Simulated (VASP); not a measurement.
# Ti7Mo (R-3m) in VASP: notebook

The runs below take Ti7Mo through relaxation of cell and atoms, with PBEsol.

Program: VASP 6.6.1. These are calculated values, not measurements. Logs are shortened: lines on timing, memory, paths and dates and some standing lists are left out, and cuts for length are marked.

### Step 1. The structure

The structure is trigonal, space group R-3m (No. 166). The conventional cell has a = 9.235 Å, b = 9.235 Å, c = 11.311 Å, α = 90.00°, β = 90.00°, γ = 120.00°. Mo (site symmetry 3m) is surrounded by 7 Ti at 2.83 Å and 1 Mo at 2.83 Å. Ti (site symmetry m) is surrounded by 7 Ti at 2.83 Å and 1 Mo at 2.83 Å. Ti (site symmetry m) is surrounded by 1 Mo at 2.83 Å and 7 Ti at 2.83 Å. Ti (site symmetry 3m) is surrounded by 1 Mo at 2.83 Å and 7 Ti at 2.83 Å.

The cell was built by a generator and needn't be a form met in nature.

### Step 2. Relaxation of cell and atoms, PBEsol

INCAR reads:

```
SYSTEM = Ti7Mo
ALGO     = Normal         ! electronic algorithm
EDIFF    = 1E-6           ! SCF threshold, eV
EDIFFG   = -0.01          ! ionic threshold
ENCUT    = 600            ! plane-wave cutoff, eV
GGA      = PS             ! functional
IBRION   = 2              ! ionic algorithm
ISIF     = 3              ! what is computed and relaxed
ISMEAR   = 1              ! smearing method
KPAR     = 4            
LASPH    = .TRUE.         ! aspherical terms in the spheres
LCHARG   = .FALSE.        ! write CHGCAR
LREAL    = .FALSE.        ! projectors in reciprocal space
LWAVE    = .FALSE.        ! write WAVECAR
NELM     = 80             ! most SCF steps
NSW      = 90             ! ionic steps
PREC     = Accurate       ! precision mode
SIGMA    = 0.1            ! smearing width, eV
```

KPOINTS reads:

```
k-points
0
G
  6 6 6
  0 0 0
```

POSCAR reads:

```
Ti7Mo
1.0
    6.5302075000      0.0000000000      0.0000000000
    0.0000000000      6.5302075000      0.0000000000
    0.0000000000      0.0000000000      6.5302075000
Mo Ti
2 14
Direct
    0.0000000000      0.0000000000      0.0000000000
    0.2500000000      0.2500000000      0.2500000000
    0.5000000000      0.0000000000      0.0000000000
    0.0000000000      0.5000000000      0.0000000000
    0.0000000000      0.0000000000      0.5000000000
    0.5000000000      0.5000000000      0.0000000000
    0.5000000000      0.0000000000      0.5000000000
    0.7500000000      0.2500000000      0.2500000000
    0.0000000000      0.5000000000      0.5000000000
    0.2500000000      0.7500000000      0.2500000000
    0.2500000000      0.2500000000      0.7500000000
    0.5000000000      0.5000000000      0.5000000000
    0.7500000000      0.7500000000      0.2500000000
    0.7500000000      0.2500000000      0.7500000000
    0.2500000000      0.7500000000      0.7500000000
    0.7500000000      0.7500000000      0.7500000000
```

Potentials or basis: VASP PAW PBE potentials, release 64 (Mo_sv, Ti_sv).

Run with:

```
cat potpaw_PBE.64/Mo_sv/POTCAR potpaw_PBE.64/Ti_sv/POTCAR > POTCAR
mpirun -np 4 vasp_std > vasp.out
```

OUTCAR:

```text
SYSTEM = Ti7Mo
   EDIFF = 1E-6
   EDIFFG = -0.01
   ENCUT = 600
   GGA = PS
   IBRION = 2
   ISIF = 3
   ISMEAR = 1
   LASPH = .TRUE.
   LREAL = .FALSE.
   NELM = 80
   NSW = 90
   PREC = Accurate

 ion  position               nearest neighbor table
   1  0.000  0.000  0.000-   2 2.83   8 2.83  10 2.83  11 2.83  13 2.83  14 2.83  15 2.83  16 2.83

   2  0.250  0.250  0.250-   1 2.83   3 2.83   4 2.83   5 2.83   6 2.83   7 2.83   9 2.83  12 2.83

   3  0.500  0.000  0.000-   2 2.83   8 2.83  10 2.83  11 2.83  13 2.83  14 2.83  15 2.83  16 2.83
[... 23 lines left out ...]
  15  0.250  0.750  0.750-   1 2.83   3 2.83   4 2.83   5 2.83   6 2.83   7 2.83   9 2.83  12 2.83

  16  0.750  0.750  0.750-   1 2.83   3 2.83   4 2.83   5 2.83   6 2.83   7 2.83   9 2.83  12 2.83

  LATTYP: Found a simple cubic cell.
 ALAT       =     6.5302075000

  Lattice vectors:

 A1 = (   6.5302075000,   0.0000000000,   0.0000000000)
 A2 = (   0.0000000000,   6.5302075000,   0.0000000000)
 A3 = (   0.0000000000,   0.0000000000,   6.5302075000)

Analysis of symmetry for initial positions (statically):
=====================================================================
 Subroutine PRICEL returns:
 Original cell was already a primitive cell.

 Routine SETGRP: Setting up the symmetry group for a
 simple cubic supercell.

 Subroutine GETGRP returns: Found 12 space group operations
 (whereof  6 operations were pure point group operations)
 out of a pool of 48 trial point group operations.

The static configuration has the point symmetry C_3v.
 The point group associated with its full space group is D_3d.

Analysis of symmetry for dynamics (positions and initial velocities):
=====================================================================
 Subroutine PRICEL returns:
 Original cell was already a primitive cell.

 Routine SETGRP: Setting up the symmetry group for a
 simple cubic supercell.

 Subroutine GETGRP returns: Found 12 space group operations
 (whereof  6 operations were pure point group operations)
 out of a pool of 48 trial point group operations.

The dynamic configuration has the point symmetry C_3v.
 The point group associated with its full space group is D_3d.

 Subroutine INISYM returns: Found 12 space group operations
 (whereof  6 operations are pure point group operations),
 and found     1 'primitive' translations

----------------------------------------------------------------------------------------

                                     Primitive cell

  volume of cell :     278.4716

  direct lattice vectors                    reciprocal lattice vectors
     6.530207500  0.000000000  0.000000000     0.153134491  0.000000000  0.000000000
     0.000000000  6.530207500  0.000000000     0.000000000  0.153134491  0.000000000
     0.000000000  0.000000000  6.530207500     0.000000000  0.000000000  0.153134491

  length of vectors
     6.530207500  6.530207500  6.530207500     0.153134491  0.153134491  0.153134491

  position of ions in fractional coordinates (direct lattice)
     0.000000000  0.000000000  0.000000000
     0.250000000  0.250000000  0.250000000
     0.500000000  0.000000000  0.000000000
     0.000000000  0.500000000  0.000000000
     0.000000000  0.000000000  0.500000000
     0.500000000  0.500000000  0.000000000
[... 8 lines left out ...]
     0.250000000  0.750000000  0.750000000
     0.750000000  0.750000000  0.750000000

  ion indices of the primitive-cell ions
   primitive index   ion index
                 1           1
                 2           2
                 3           3
                 4           4
                 5           5
                 6           6
[... 8 lines left out ...]
                15          15
                16          16

----------------------------------------------------------------------------------------

 KPOINTS: k-points

Automatic generation of k-mesh.
 Grid dimensions read from file:
 generate k-points for:    6    6    6

 Generating k-lattice:

[... 46 lines left out ...]
  Fermi-wavevector in a.u.,A,eV,Ry     =   1.456241  2.751896 28.853023  2.120637
  Thomas-Fermi vector in A             =   2.573182
   LORBIT       =      0    0 simple, 1 ext, 2 COOP (PROOUT), +10 PAW based schemes
   GGA     = PS    functional components
   LHFCALC =     F    Hartree Fock is set to
   AEXX    =    0.0000 exact exchange contribution
   IVDW    =     0    specifies the selected vdW correction
   LEPSILON=     F    determine dielectric tensor
   LRPA    =     F    only Hartree local field effects (RPA)
 conjugate gradient relaxation of ions
 non-spin polarized calculation
 Methfessel and Paxton  Order N= 1 SIGMA  =   0.10
  energy-cutoff  :      600.00
  volume of cell :      278.47
 maximum number of plane-waves:      9328
 NGX is ok and might be reduce to    54
   NGX = 27   NGY = 27   NGZ = 27

--------------------------------------- Ionic step        1  -------------------------------------------

 number of electron     196.0000098 magnetization

 Free energy of the ion-electron system (eV)
  ---------------------------------------------------
  ext. energy  EPLUGINS =         0.00000000
  ---------------------------------------------------
  free energy    TOTEN  =      -138.87993095 eV

  energy without entropy =     -138.88049397  energy(sigma->0) =     -138.88011863

------------------------ aborting loop because EDIFF is reached ----------------------------------------

  FORCE on cell =-STRESS in cart. coord.  units (eV):
  Direction    XX          YY          ZZ          XY          YZ          ZX
  --------------------------------------------------------------------------------------
  -------------------------------------------------------------------------------------
  Total      -15.5761391    -15.5761391    -15.5761391      0.2256421      0.2256421      0.2256421
  in kB      -89.6168045    -89.6168045    -89.6168045      1.2982244      1.2982244      1.2982244
  external PRESSURE =     -89.6168045 kB  Pullay stress =       0.0000000 kB
[... 131 lines left out ...]
  FREE ENERGIE OF THE ION-ELECTRON SYSTEM (eV)
  ---------------------------------------------------
  free  energy   TOTEN  =      -139.6426727456 eV

  energy  without entropy=     -139.6422627403  energy(sigma->0) =     -139.64253608

[... ionic steps 4 to 26 ...]

--------------------------------------- Ionic step       27  -------------------------------------------

 number of electron     196.0000019 magnetization

------------------------ aborting loop because EDIFF is reached ----------------------------------------
[... 95 lines left out ...]
--------------------------------------- Ionic step       29  -------------------------------------------

 number of electron     196.0000017 magnetization

 Free energy of the ion-electron system (eV)
  ---------------------------------------------------
  ext. energy  EPLUGINS =         0.00000000
  ---------------------------------------------------
  free energy    TOTEN  =      -140.05859444 eV

  energy without entropy =     -140.05841236  energy(sigma->0) =     -140.05853375

 E-fermi :   8.9301     XC(G=0): -12.0828

 val. band max:        8.9284859536   @ k =  -0.3333   0.3333   0.1667
 cond. band min:       8.9306649572   @ k =   0.3333   0.1667   0.0000
 fundamental gap:      0.0021790037
 Fermi energy:         8.9300781862

 k-point     1 :       0.0000    0.0000    0.0000
  band No.  band energies     occupation
      1     -50.9630      2.00000
      2     -50.9223      2.00000
      3     -47.4117      2.00000
      4     -47.3735      2.00000
      5     -47.2683      2.00000
      6     -47.2087      2.00000
[... 2701 lines left out ...]
    109       9.5305     -0.00000
    110       9.5894     -0.00000

 [... further k-points ...]

 [bands above 110 left out]

------------------------ aborting loop because EDIFF is reached ----------------------------------------

  FORCE on cell =-STRESS in cart. coord.  units (eV):
  Direction    XX          YY          ZZ          XY          YZ          ZX
  --------------------------------------------------------------------------------------
  -------------------------------------------------------------------------------------
  Total       -0.0415009     -0.0415009     -0.0415009      0.0455230      0.0455230      0.0455230
  in kB       -0.2544714     -0.2544714     -0.2544714      0.2791341      0.2791341      0.2791341
  external PRESSURE =      -0.2544714 kB  Pullay stress =       0.0000000 kB
[... 31 lines left out ...]
  FREE ENERGIE OF THE ION-ELECTRON SYSTEM (eV)
  ---------------------------------------------------
  free  energy   TOTEN  =      -140.0585944448 eV

  energy  without entropy=     -140.0584123641  energy(sigma->0) =     -140.05853375

 reached required accuracy - stopping structural energy minimisation
```

It took 1.6 h on 4 MPI ranks of Intel Xeon 6975P-C (Granite Rapids), shared host; peak memory 1.1 GiB.

What came out:

* Free energy: -140.0586 eV
* Relaxed volume: 16.33 Å³/atom
* Relaxed cell: a = 6.394 Å, b = 6.394 Å, c = 6.394 Å, α = 89.04°, β = 89.04°, γ = 89.04°
* Space group after relaxing (to 0.05 Å): R-3m (No. 166)
* Energy gained by relaxing: 73.7 meV/atom
* Ionic steps: 29
* Pressure after relaxing: 0.0 GPa
* Largest force after relaxing: 0.007 eV/Å
* Band gap on the k mesh: none (metal or under the smearing width)

Forces in eV/Å, atoms in the order of the input:
```
Mo  -0.004 -0.004 -0.004
Mo   0.004  0.004  0.004
Ti  -0.005 -0.003 -0.003
Ti  -0.003 -0.005 -0.003
Ti  -0.003 -0.003 -0.005
Ti  -0.003 -0.003  0.003
Ti  -0.003  0.003 -0.003
Ti   0.005  0.003  0.003
Ti   0.003 -0.003 -0.003
Ti   0.003  0.005  0.003
Ti   0.003  0.003  0.005
Ti   0.004  0.004  0.004
Ti   0.003  0.003 -0.003
Ti   0.003 -0.003  0.003
Ti  -0.003  0.003  0.003
Ti  -0.004 -0.004 -0.004
```

The path:
```
step  energy change (eV)  largest force (eV/Å)  pressure (GPa)  volume (Å³)
   1              0.0000                0.6671           -8.96       278.47
   2             -0.3576                0.4211           10.03       241.05
   3             -0.7627                0.5676            0.86       255.94
   4             -0.7627                0.5634            1.12       255.51
   5             -0.9396                0.4063            1.18       256.10
   6             -1.1015                0.4383            1.82       257.45
   7             -1.0998                0.2191           -2.64       267.02
   8             -1.1359                0.3200           -0.46       262.12
   9             -1.1556                0.1666           -0.15       261.42
  10             -1.1604                0.1010            0.13       260.85
  11             -1.1650                0.0924           -0.13       261.36
  12             -1.1665                0.0844           -0.40       261.88
  13             -1.1689                0.0885           -0.03       261.10
  14             -1.1688                0.0915            0.28       260.51
  15             -1.1691                0.0902            0.16       260.81
  16             -1.1704                0.0761            0.12       260.89
  17             -1.1730                0.0430            0.00       261.12
  18             -1.1708                0.0978           -0.16       261.59
  19             -1.1733                0.0573           -0.07       261.25
  20             -1.1750                0.0348            0.07       260.95
  21             -1.1754                0.0359            0.19       260.71
  22             -1.1763                0.0305           -0.11       261.35
  23             -1.1763                0.0306           -0.13       261.35
  24             -1.1773                0.0235           -0.10       261.25
  25             -1.1778                0.0252            0.02       261.08
  26             -1.1783                0.0168            0.02       261.14
  27             -1.1785                0.0195            0.00       261.25
  28             -1.1786                0.0124           -0.03       261.27
  29             -1.1787                0.0070           -0.03       261.29
```

Final structure:
```xyz
16
Lattice="6.3935 0.0532 0.0532 0.0532 6.3935 0.0532 0.0532 0.0532 6.3935" Properties=species:S:1:pos:R:3 pbc="T T T"
Mo    6.4983    6.4983    6.4983
Mo    1.6266    1.6266    1.6266
Ti    3.1571    0.1225    0.1225
Ti    0.1225    3.1571    0.1225
Ti    0.1225    0.1225    3.1571
Ti    3.1383    3.1383    0.0794
Ti    3.1383    0.0794    3.1383
Ti    4.8614    1.5557    1.5557
Ti    0.0794    3.1383    3.1383
Ti    1.5557    4.8614    1.5557
Ti    1.5557    1.5557    4.8614
Ti    3.2499    3.2499    3.2499
Ti    4.9334    4.9334    1.6520
Ti    4.9334    1.6520    4.9334
Ti    1.6520    4.9334    4.9334
Ti    4.8750    4.8750    4.8750
```

Caveat: the PAW data sets were made with another functional, which shifts forces and pressure a little.

### Step 3. Relaxation of cell and atoms, PBEsol

This run uses another cell than the first one, of 16.33 Å³/atom, 0.938 times its volume.

Edit INCAR of step 2 so:

```diff
@@ -2,4 +2,4 @@
 ALGO     = Normal         ! electronic algorithm
-EDIFF    = 1E-6           ! SCF threshold, eV
-EDIFFG   = -0.01          ! ionic threshold
+EDIFF    = 1E-7           ! SCF threshold, eV
+EDIFFG   = -0.005         ! ionic threshold
 ENCUT    = 600            ! plane-wave cutoff, eV
```

KPOINTS is that of step 2.

POSCAR reads:

```
Ti7Mo                                   
1.0
    6.3935131470      0.0532087691      0.0532087691
    0.0532087691      6.3935131470      0.0532087691
    0.0532087691      0.0532087691      6.3935131470
  Mo              Ti            
     2    14
Direct
     0.9997515931041130    0.9997515931041130    0.9997515931041130
     0.2502484068958870    0.2502484068958870    0.2502484068958870
     0.4935492866269974    0.0149335198711317    0.0149335198711317
     0.0149335198711317    0.4935492866269974    0.0149335198711317
     0.0149335198711317    0.0149335198711317    0.4935492866269974
     0.4867727652294490    0.4867727652294490    0.0043111723220753
     0.4867727652294490    0.0043111723220753    0.4867727652294490
     0.7564507133730025    0.2350664801288683    0.2350664801288682
     0.0043111723220753    0.4867727652294490    0.4867727652294490
     0.2350664801288683    0.7564507133730025    0.2350664801288683
     0.2350664801288683    0.2350664801288683    0.7564507133730025
     0.4999890881402592    0.4999890881402592    0.4999890881402592
     0.7632272347705512    0.7632272347705512    0.2456888276779247
     0.7632272347705512    0.2456888276779247    0.7632272347705512
     0.2456888276779247    0.7632272347705512    0.7632272347705512
     0.7500109118597414    0.7500109118597414    0.7500109118597414
```

Potentials or basis: VASP PAW PBE potentials, release 64 (Mo_sv, Ti_sv).

Run with:

```
cat potpaw_PBE.64/Mo_sv/POTCAR potpaw_PBE.64/Ti_sv/POTCAR > POTCAR
mpirun -np 4 vasp_std > vasp.out
```

Run time: 29 min. Hardware: 4 MPI ranks of Intel Xeon 6975P-C (Granite Rapids), shared host; peak memory 1 GiB.

The run converged. Its results:

| Quantity | Value |
| --- | --- |
| Free energy | -140.0492 eV |
| Energy gained by relaxing | 0.0 meV/atom |
| Ionic steps | 9 |
| Pressure after relaxing | 0.0 GPa |
| Largest force after relaxing | 0.004 eV/Å |
| Band gap on the k mesh | none (metal or under the smearing width) |

Forces on the atoms (eV/Å):
```
Mo   0.001  0.001  0.001
Mo  -0.001 -0.001 -0.001
Ti  -0.003  0.001  0.001
Ti   0.001 -0.003  0.001
Ti   0.001  0.001 -0.003
Ti  -0.001 -0.001 -0.002
Ti  -0.001 -0.002 -0.001
Ti   0.003 -0.001 -0.001
Ti  -0.002 -0.001 -0.001
Ti  -0.001  0.003 -0.001
Ti  -0.001 -0.001  0.003
Ti   0.001  0.001  0.001
Ti   0.001  0.001  0.002
Ti   0.001  0.002  0.001
Ti   0.002  0.001  0.001
Ti  -0.001 -0.001 -0.001
```

Step by step:
| step | energy change (eV) | largest force (eV/Å) | pressure (GPa) | volume (Å³) |
| --- | --- | --- | --- | --- |
| 1 | 0.0000 | 0.0080 | -0.03 | 261.29 |
| 2 | -0.0001 | 0.0095 | 0.02 | 261.17 |
| 3 | 0.0000 | 0.0101 | 0.05 | 261.13 |
| 4 | -0.0001 | 0.0092 | 0.02 | 261.19 |
| 5 | -0.0001 | 0.0089 | 0.01 | 261.21 |
| 6 | -0.0001 | 0.0084 | -0.01 | 261.25 |
| 7 | -0.0001 | 0.0086 | 0.00 | 261.23 |
| 8 | -0.0001 | 0.0069 | 0.00 | 261.24 |
| 9 | -0.0001 | 0.0038 | -0.02 | 261.28 |

Final structure:
```xyz
16
Lattice="6.3934 0.0555 0.0555 0.0555 6.3934 0.0555 0.0555 0.0555 6.3934" Properties=species:S:1:pos:R:3 pbc="T T T"
Mo    6.5019    6.5019    6.5019
Mo    1.6286    1.6286    1.6286
Ti    3.1570    0.1234    0.1234
Ti    0.1234    3.1570    0.1234
Ti    0.1234    0.1234    3.1570
Ti    3.1388    3.1388    0.0819
Ti    3.1388    0.0819    3.1388
Ti    4.8625    1.5582    1.5582
Ti    0.0819    3.1388    3.1388
Ti    1.5582    4.8625    1.5582
Ti    1.5582    1.5582    4.8625
Ti    3.2539    3.2539    3.2539
Ti    4.9362    4.9362    1.6552
Ti    4.9362    1.6552    4.9362
Ti    1.6552    4.9362    4.9362
Ti    4.8766    4.8766    4.8766
```

Levels at points of the mesh, in eV from the Fermi level:
```
           k point  band 93  band 94  band 95  band 96  band 97  band 98  band 99  band 100  band 101  band 102
(0.00, 0.00, 0.00)    -0.32    -0.18    -0.18    -0.10    -0.06     0.67     0.67      0.99      0.99      1.00
(0.50, 0.00, 0.00)    -0.12    -0.12    -0.09     0.04     0.08     0.09     0.14      0.20      0.21      0.23
(0.50, 0.50, 0.00)    -0.63    -0.60    -0.36    -0.28    -0.18    -0.15    -0.09      0.02      0.03      0.05
(0.50, 0.50, 0.50)    -0.76    -0.76    -0.66    -0.64    -0.64    -0.29    -0.29     -0.21     -0.17     -0.09
```

Caveat: the PAW data sets were made with another functional, which shifts forces and pressure a little.
